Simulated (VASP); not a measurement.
# Titanium: input slips in a relaxation and what they do

Aim: see how common mistakes in a VASP relaxation show up, on Titanium. The starting structure is a measured crystal structure from the Crystallography Open Database. The first relaxation on each setting starts from this cell expanded by 3 % in volume.

Main program and level: VASP 6.6.1; Kohn-Sham DFT with plane waves and PAW; PBEsol.

## (1) Set-up

The structure is hexagonal, space group P6_3/mmc (No. 194). Conventional cell: a = 2.950 Å, b = 2.950 Å, c = 4.686 Å, α = 90.00°, β = 90.00°, γ = 120.00°. Nearest to Ti lie 12 Ti at 2.90 to 2.95 Å.

## (2) Reference relaxation

This run starts from the cell of an earlier relaxation, which isn't shown; the restart sets up the plane waves anew.

The input, INCAR:

```
SYSTEM = Ti
PREC = Accurate
ENCUT = 450
EDIFF = 1E-06
NELM = 100
ISMEAR = 1
SIGMA = 0.15
LREAL = .FALSE.
ALGO = Normal
GGA = PS
NBANDS = 18
LASPH = .TRUE.
LORBIT = 11
LWAVE = .FALSE.
LCHARG = .FALSE.
KPAR = 8
IBRION = 2
NSW = 50
ISIF = 3
EDIFFG = -0.006
```

The input, POSCAR:

```
Ti
1.0
    2.8964084053      0.0000000000      0.0000000000
   -1.4482042027      2.5083632588      0.0000000000
    0.0000000000      0.0000000000      4.5854578190
Ti
2
Direct
    0.6666666667      0.3333333333      0.7500000000
    0.3333333333      0.6666666667      0.2500000000
```

The input, KPOINTS:

```
Automatic mesh
0
Gamma
18 18 10
0 0 0
```

Potentials, in the order of the species: Ti_sv (PBE family, release 64).

Launch:

```sh
$ mpirun -np 8 vasp_std
```

The program printed:

```text
[banner, memory and clock lines left out]
running    8 mpi-ranks, on    1 nodes
 distrk:  each k-point on    1 cores,    8 groups
 distr:  one band on    1 cores,    1 groups

 POSCAR found type information on POSCAR Ti
 POSCAR found :  1 types and       2 ions
|                                                                             |
|           W    W    AA    RRRRR   N    N  II  N    N   GGGG   !!!           |
|           W    W   A  A   R    R  NN   N  II  NN   N  G    G  !!!           |
|           W    W  A    A  R    R  N N  N  II  N N  N  G       !!!           |
|           W WW W  AAAAAA  RRRRR   N  N N  II  N  N N  G  GGG   !            |
|           WW  WW  A    A  R   R   N   NN  II  N   NN  G    G                |
|           W    W  A    A  R    R  N    N  II  N    N   GGGG   !!!           |
|                                                                             |
|     For optimal performance we recommend to set                             |
|       NCORE = 2 up to number-of-cores-per-socket                            |
|     NCORE specifies how many cores store one orbital (NPAR=cpu/NCORE).      |
|     This setting can greatly improve the performance of VASP for DFT.       |
|     The default, NCORE=1 might be grossly inefficient on modern             |
|     multi-core architectures or massively parallel machines. Do your        |
|     Unfortunately you need to use the default for GW and RPA                |
|     calculations (for HF NCORE is supported but not extensively tested      |
|     yet).                                                                   |
|                                                                             |

|                                                                             |
|               ----> ADVICE to this user running VASP <----                  |
|                                                                             |
|     You enforced a specific xc type in the INCAR file but a different       |
|     [... a line on the potential file left out ...]
|     I HOPE YOU KNOW WHAT YOU ARE DOING!                                     |
|                                                                             |

 LDA part: xc-table for (Slater+PW92), standard interpolation
 POSCAR, INCAR and KPOINTS ok, starting setup
 FFT: planning ... GRIDC
 FFT: planning ... GRID_SOFT
 FFT: planning ... GRID
 WAVECAR not read
 entering main loop
       N       E                     dE             d eps       ncg     rms          rms(c)
DAV:   1     0.243790349585E+03    0.24379E+03   -0.12255E+04  8016   0.154E+03
DAV:   2     0.102821708870E+02   -0.23351E+03   -0.23044E+03  8148   0.434E+02
DAV:   3    -0.178057260963E+02   -0.28088E+02   -0.27773E+02 15120   0.124E+02
DAV:   4    -0.188545346889E+02   -0.10488E+01   -0.10482E+01  9100   0.252E+01
DAV:   5    -0.189019160112E+02   -0.47381E-01   -0.47372E-01 12620   0.387E+00    0.129E+01
DAV:   6    -0.166816735385E+02    0.22202E+01   -0.79042E+00  9374   0.298E+01    0.323E+00
DAV:   7    -0.166550380855E+02    0.26635E-01   -0.88689E-01 12194   0.715E+00    0.210E+00
DAV:   8    -0.166831094958E+02   -0.28071E-01   -0.23043E-01  9334   0.585E+00    0.760E-01
DAV:   9    -0.166736108022E+02    0.94987E-02   -0.54266E-02  9468   0.246E+00    0.668E-02
DAV:  10    -0.166739417159E+02   -0.33091E-03   -0.28590E-03 11804   0.365E-01    0.960E-02
DAV:  11    -0.166739932166E+02   -0.51501E-04   -0.22467E-04  9324   0.117E-01    0.349E-02
DAV:  12    -0.166739827385E+02    0.10478E-04   -0.41848E-05 10030   0.533E-02    0.488E-03
DAV:  13    -0.166739843854E+02   -0.16469E-05   -0.85089E-07  5652   0.888E-03    0.521E-04
DAV:  14    -0.166739848937E+02   -0.50831E-06   -0.23310E-07  4500   0.392E-03
   1 F= -.16673985E+02 E0= -.16675031E+02  d E =-.166740E+02
 curvature:   0.00 expect dE= 0.000E+00 dE for cont linesearch  0.000E+00
 trial: gam= 0.00000 g(F)=  0.281E-47 g(S)=  0.115E-03 ort = 0.000E+00 (trialstep = 0.100E+01)
 search vector abs. value=  0.115E-03
 bond charge predicted
       N       E                     dE             d eps       ncg     rms          rms(c)
DAV:   1    -0.166767852355E+02   -0.28009E-02   -0.68267E-02 10658   0.324E+00    0.457E-01
DAV:   2    -0.166739971170E+02    0.27881E-02   -0.13094E-02 11340   0.122E+00    0.129E-01
DAV:   3    -0.166738704127E+02    0.12670E-03   -0.19140E-03 11378   0.266E-01    0.432E-02
DAV:   4    -0.166739312611E+02   -0.60848E-04   -0.34468E-04 10258   0.122E-01    0.168E-02
DAV:   5    -0.166739819186E+02   -0.50658E-04   -0.10287E-04 10322   0.624E-02    0.241E-02
DAV:   6    -0.166740008644E+02   -0.18946E-04   -0.39089E-05 11822   0.438E-02    0.667E-03
DAV:   7    -0.166740038131E+02   -0.29487E-05   -0.48725E-06  9328   0.146E-02    0.122E-03
DAV:   8    -0.166740039835E+02   -0.17038E-06   -0.45913E-07  4166   0.462E-03
   2 F= -.16674004E+02 E0= -.16675042E+02  d E =-.190897E-04
 trial-energy change:   -0.000019  1 .order   -0.000013   -0.000115    0.000089
 step:   0.6071(harm=  0.5626)  dis= 0.00000  next Energy=   -16.674021 (dE=-0.362E-04)
 bond charge predicted
       N       E                     dE             d eps       ncg     rms          rms(c)
DAV:   1    -0.166744541299E+02   -0.45032E-03   -0.10559E-02 10640   0.128E+00    0.180E-01
DAV:   2    -0.166740166995E+02    0.43743E-03   -0.20488E-03 11346   0.480E-01    0.507E-02
DAV:   3    -0.166740016330E+02    0.15066E-04   -0.29143E-04 11324   0.104E-01    0.168E-02
DAV:   4    -0.166740136369E+02   -0.12004E-04   -0.52541E-05 10274   0.472E-02    0.658E-03
DAV:   5    -0.166740205249E+02   -0.68881E-05   -0.16566E-05 10050   0.249E-02    0.947E-03
DAV:   6    -0.166740215346E+02   -0.10097E-05   -0.54496E-06  7972   0.172E-02    0.251E-03
DAV:   7    -0.166740213878E+02    0.14686E-06   -0.81280E-07  4336   0.771E-03
   3 F= -.16674021E+02 E0= -.16675063E+02  d E =-.364940E-04
 curvature:  -0.28 expect dE=-0.218E-06 dE for cont linesearch -0.171E-06
 trial: gam= 0.00000 g(F)=  0.203E-49 g(S)=  0.781E-06 ort =-0.839E-05 (trialstep = 0.921E+00)
 search vector abs. value=  0.782E-06
 reached required accuracy - stopping structural energy minimisation
```

The job ended after 13 s (8 MPI ranks of Intel Xeon 6975P-C (Granite Rapids), shared host; peak memory 1.7 GiB).

Lines that name or quote the potential files are left out of all logs, and their timing lines are given in words.

From OUTCAR (step 2):

```text
ion  position               nearest neighbor table
   1  0.667  0.333  0.750-   2 2.84   2 2.84   2 2.84   2 2.84   2 2.84   2 2.84
   2  0.333  0.667  0.250-   1 2.84   1 2.84   1 2.84   1 2.84   1 2.84   1 2.84

  LATTYP: Found a hexagonal cell.
 ALAT       =     2.8964084053
 C/A-ratio  =     1.5831530563

 Subroutine GETGRP returns: Found 24 space group operations
 (whereof 12 operations were pure point group operations)

The static configuration has the point symmetry D_3d.
 The point group associated with its full space group is D_6h.

 Found    222 irreducible k-points:

   k-points           NKPTS =    222   k-points in BZ     NKDIM =    222   number of bands    NBANDS=     18

   dimension x,y,z NGX =    20 NGY =   20 NGZ =   32
   dimension x,y,z NGXF=    40 NGYF=   40 NGZF=   64

   ENCUT  =  450.0 eV  33.07 Ry    5.75 a.u.   5.01  5.01  7.93*2*pi/ulx,y,z

   NELECT =      24.0000    total number of electrons

 k-points in reciprocal lattice and weights: Automatic mesh
   0.00000000  0.00000000  0.00000000       0.000
   0.05555556 -0.00000000  0.00000000       0.002
   0.11111111 -0.00000000  0.00000000       0.002
   0.16666667  0.00000000  0.00000000       0.002
   0.22222222  0.00000000  0.00000000       0.002
   0.27777778 -0.00000000  0.00000000       0.002
   0.33333333  0.00000000  0.00000000       0.002
   0.38888889  0.00000000  0.00000000       0.002
   0.44444444  0.00000000  0.00000000       0.002
[...]
0.33333333  0.27777778  0.50000000       0.004
   0.33333333  0.33333333  0.50000000       0.001

 average (electrostatic) potential at core
       1 -71.7405       2 -71.7405

 E-fermi :   8.6919

 k-point     1 :       0.0000    0.0000    0.0000
  band No.  band energies     occupation
    ...
      6     -23.8035      2.00000
      7     -23.7666      2.00000
      8     -23.7666      2.00000
      9       2.3707      2.00000
     10       5.8740      2.00000
     11       9.4707     -0.00000
     12       9.4707     -0.00000
     13       9.5864     -0.00000
     14       9.6012     -0.00000
     15      10.0053     -0.00000
    ...

 k-point     2 :       0.0556   -0.0000    0.0000
  band No.  band energies     occupation
    ...
      6     -23.8068      2.00000
      7     -23.7838      2.00000
      8     -23.7687      2.00000
      9       2.4619      2.00000
     10       5.9466      2.00000
     11       9.2712     -0.00000
     12       9.3916     -0.00000
     13       9.5359     -0.00000
     14       9.7622     -0.00000
     15       9.9578     -0.00000
    ...

 k-point     3 :       0.1111   -0.0000    0.0000
  band No.  band energies     occupation
    ...
      6     -23.8327      2.00000
      7     -23.8169      2.00000
      8     -23.7749      2.00000
      9       2.7290      2.00000
     10       6.1520      2.00000
     11       8.9431     -0.03929
     12       8.9686     -0.02555
     13       9.7284     -0.00000
     14       9.8016     -0.00000
     15       9.9987     -0.00000
    ...

  Total        0.0039237      0.0039237      0.0012665     -0.0000000      0.0000000      0.0000000
  in kB        0.1890302      0.1890302      0.0610154     -0.0000000      0.0000000      0.0000000
  external PRESSURE =       0.1463586 kB  Pullay stress =       0.0000000 kB

  energy-cutoff  :      450.00
  volume of cell :       33.26
      direct lattice vectors                 reciprocal lattice vectors
     2.894834384  0.000000000  0.000000000     0.345442905  0.199441554  0.000000000
    -1.447417192  2.507000116 -0.000000000    -0.000000000  0.398883109  0.000000000
     0.000000000 -0.000000000  4.582455783    -0.000000000  0.000000000  0.218223600

 POSITION                                       TOTAL-FORCE (eV/Angst)
 -----------------------------------------------------------------------------------
      1.44742      0.83567      3.43684        -0.000000     -0.000000      0.000000
     -0.00000      1.67133      1.14561         0.000000      0.000000      0.000000
 -----------------------------------------------------------------------------------
    total drift:                               -0.000000      0.000000     -0.000000

  FREE ENERGIE OF THE ION-ELECTRON SYSTEM (eV)
  ---------------------------------------------------
  free  energy   TOTEN  =       -16.6740213878 eV

  energy  without entropy=      -16.6771456301  energy(sigma->0) =      -16.67506280

 reached required accuracy - stopping structural energy minimisation

 total charge
# of ion       s       p       d       tot
------------------------------------------
    1        2.260   6.130   1.915  10.306
    2        2.260   6.130   1.915  10.306
--------------------------------------------------
tot          4.520  12.261   3.831  20.611

[... 3 further parts left out ...]
```

CONTCAR:

```
Ti
   1.00000000000000
     2.8948343839258168    0.0000000000000314    0.0000000000000000
    -1.4474171920128540    2.5070001163037192   -0.0000000000000000
     0.0000000000000000   -0.0000000000000000    4.5824557830035992
  Ti
     2
Direct
     0.6666666667000030    0.3333333332999970    0.7500000000000000
     0.3333333332999970    0.6666666667000030    0.2500000000000000
```

The PAW data sets were made with PBE, which is usual practice but a small mismatch for other functionals. The run keeps the 24 symmetry operations of its start, so it cannot find a distortion of lower symmetry.

The reference relaxation ends at 16.628 Å³ an atom. Pressures at 0.985 and 1.015 times this volume, from two more relaxations that aren't shown, give a bulk modulus of 119.8 GPa.

## (3) Relaxation with low precision and a small cutoff

A slip made on purpose: low precision and a small cutoff. Against step 2 the input has PREC = Low and ENCUT = 220 (also changed: NELM).

INCAR, as its differences from that of step 2:

```diff
@@ -1,6 +1,6 @@
 SYSTEM = Ti
-PREC = Accurate
-ENCUT = 450
+PREC = Low
+ENCUT = 220
 EDIFF = 1E-06
-NELM = 100
+NELM = 60
 ISMEAR = 1
```

The input, POSCAR:

```
Ti
1.0
    2.9792098204      0.0000000000      0.0000000000
   -1.4896049102      2.5800713877      0.0000000000
    0.0000000000      0.0000000000      4.7323990572
Ti
2
Direct
    0.6666666667      0.3333333333      0.7500000000
    0.3333333333      0.6666666667      0.2500000000
```

KPOINTS is that of step 2.

Launch:

```sh
$ mpirun -np 8 vasp_std
```

The program printed:

```text
[banner, memory and clock lines left out]
running    8 mpi-ranks, on    1 nodes
[...]
[... a notice as in an earlier step ...]

 [... a notice as in an earlier step ...]

 LDA part: xc-table for (Slater+PW92), standard interpolation
 POSCAR, INCAR and KPOINTS ok, starting setup
[...]
entering main loop
       N       E                     dE             d eps       ncg     rms          rms(c)
DAV:   1     0.173383915045E+03    0.17338E+03   -0.86733E+03  8296   0.981E+02
DAV:   2     0.341829923275E+01   -0.16997E+03   -0.16728E+03  8434   0.326E+02
DAV:   3    -0.185542372143E+02   -0.21973E+02   -0.21778E+02 14998   0.931E+01
DAV:   4    -0.191688629440E+02   -0.61463E+00   -0.61442E+00  9128   0.158E+01
[...]
DAV:  14    -0.165227517385E+02   -0.16119E-05   -0.23913E-07  4530   0.382E-03    0.219E-03
DAV:  15    -0.165227505953E+02    0.11432E-05   -0.80711E-08  4462   0.171E-03    0.205E-03
DAV:  16    -0.165227498797E+02    0.71559E-06   -0.35110E-08  4392   0.135E-03
   1 F= -.16522750E+02 E0= -.16523801E+02  d E =-.165227E+02
[... from here on, the cycles between the ionic steps are left out ...]
   2 F= -.15004371E+02 E0= -.15004574E+02  d E =0.151838E+01
   3 F= -.16909918E+02 E0= -.16910819E+02  d E =-.387168E+00
   4 F= -.16912635E+02 E0= -.16913471E+02  d E =-.389885E+00
   5 F= -.16912535E+02 E0= -.16913387E+02  d E =-.389785E+00
   6 F= -.16912543E+02 E0= -.16913395E+02  d E =-.784874E-05
   7 F= -.16912563E+02 E0= -.16913414E+02  d E =-.272717E-04
   8 F= -.16912565E+02 E0= -.16913417E+02  d E =-.224887E-05
   9 F= -.16912569E+02 E0= -.16913421E+02  d E =-.651905E-05
  10 F= -.16912573E+02 E0= -.16913424E+02  d E =-.106038E-04
  11 F= -.16912585E+02 E0= -.16913435E+02  d E =-.220808E-04
  12 F= -.16912603E+02 E0= -.16913451E+02  d E =-.401902E-04
  13 F= -.16912628E+02 E0= -.16913472E+02  d E =-.653024E-04
  14 F= -.16912634E+02 E0= -.16913472E+02  d E =-.717968E-04
  15 F= -.16912639E+02 E0= -.16913479E+02  d E =-.765995E-04
[...]
reached required accuracy - stopping structural energy minimisation
```

Elapsed: 22 s, on 8 MPI ranks; peak memory 1 GiB; 2.7 min of CPU time.

OUTCAR, selected parts (step 3):

```text
  Total        0.0060790      0.0060790     -0.0030302      0.0000000     -0.0000000      0.0000000
  in kB        0.3069591      0.3069591     -0.1530106      0.0000000     -0.0000000      0.0000000
  external PRESSURE =       0.1536359 kB  Pullay stress =       0.0000000 kB

 POSITION                                       TOTAL-FORCE (eV/Angst)
 -----------------------------------------------------------------------------------
      1.42364      0.82194      3.38951         0.000000     -0.000000      0.000000
     -0.00000      1.64387      1.12984        -0.000000      0.000000     -0.000000
 -----------------------------------------------------------------------------------
    total drift:                               -0.000000      0.000000     -0.000000

  FREE ENERGIE OF THE ION-ELECTRON SYSTEM (eV)
  ---------------------------------------------------
  free  energy   TOTEN  =       -16.9126391934 eV

  energy  without entropy=      -16.9151589606  energy(sigma->0) =      -16.91347912

[... 2 parts as in an earlier step ...]

[... 2 further parts left out ...]
[key lines of the parts left out:]
E-fermi :   9.2283
```

Logs of long relaxations may skip ionic steps without a mark.

With low precision and a small cutoff the cell ends at 15.865 Å³ an atom, -4.59 % from the reference.

## (4) Relaxation with too few electronic steps

A slip made on purpose: too few electronic steps. Against step 2 the input has NELM = 4 (also changed: NSW).

INCAR, as its differences from that of step 3:

```diff
@@ -1,6 +1,6 @@
 SYSTEM = Ti
-PREC = Low
-ENCUT = 220
+PREC = Accurate
+ENCUT = 450
 EDIFF = 1E-06
-NELM = 60
+NELM = 4
 ISMEAR = 1
@@ -17,3 +17,3 @@
 IBRION = 2
-NSW = 50
+NSW = 30
 ISIF = 3
```

POSCAR is that of step 3.

KPOINTS is that of step 3.

Launch:

```sh
$ mpirun -np 8 vasp_std
```

The program printed:

```text
[... set-up lines as in an earlier step ...]
 entering main loop
       N       E                     dE             d eps       ncg     rms          rms(c)
DAV:   1     0.243997178043E+03    0.24400E+03   -0.12368E+04  8000   0.151E+03
DAV:   2     0.992819969463E+01   -0.23407E+03   -0.23117E+03  8170   0.431E+02
DAV:   3    -0.178729739781E+02   -0.27801E+02   -0.27543E+02 15138   0.123E+02
DAV:   4    -0.190523444278E+02   -0.11794E+01   -0.11780E+01  9102   0.262E+01
 -----------------------------------------------------------------------------
|                                                                             |
|           W    W    AA    RRRRR   N    N  II  N    N   GGGG   !!!           |
|           W    W   A  A   R    R  NN   N  II  NN   N  G    G  !!!           |
|           W    W  A    A  R    R  N N  N  II  N N  N  G       !!!           |
|           W WW W  AAAAAA  RRRRR   N  N N  II  N  N N  G  GGG   !            |
|           WW  WW  A    A  R   R   N   NN  II  N   NN  G    G                |
|           W    W  A    A  R    R  N    N  II  N    N   GGGG   !!!           |
[...]
|     E        R    R   R    R   O     O  R    R      ###     ###     ###     |
|     EEEEEEE  R     R  R     R  OOOOOOO  R     R     ###     ###     ###     |
|                                                                             |
|     Orbital orthonormalization failed in the inversion of matrix            |
|     LAPACK: Routine ZPOTRF failed! kpoint: 1 spin: 1                        |
|                                                                             |
|     Possible solutions for this issue are:                                  |
|     - Please check whether the atoms are too close to each other.           |
|     - Decreasing POTIM might help during relaxations or MDs.                |
|     - Deleting CHGCAR or WAVECAR if incompatible with the structure.        |
|     - Try calculating without symmetrizing (ISYM = 0 or ISYM = -1).         |
|     - As last resort: using a different PAW for some of the atoms.          |
|                                                                             |
|       ---->  I REFUSE TO CONTINUE WITH THIS SICK JOB ... BYE!!! <----       |
|                                                                             |
 -----------------------------------------------------------------------------

1
1
1
1
1
1
1
1
```

Wall time 9.8 s (8 MPI ranks).

VASP stopped with this message: “Orbital orthonormalization failed in the inversion of matrix LAPACK: Routine ZPOTRF failed! kpoint: 1 spin: 1”.

(Continued in part 2 of 2.)

[Lines on the potential files, build, host, timing and source positions are cut from VASP's logs without a mark.]

[Logs are printed without paths, hosts, clocks, repeated set-up lines and the standing remarks that a program may print on its own settings, such as how far it seeks lower states.]

[Hosts, paths, dates, database ids (printed as entryN), source tags and the programs' standing remarks are cut or masked in the printed files.]
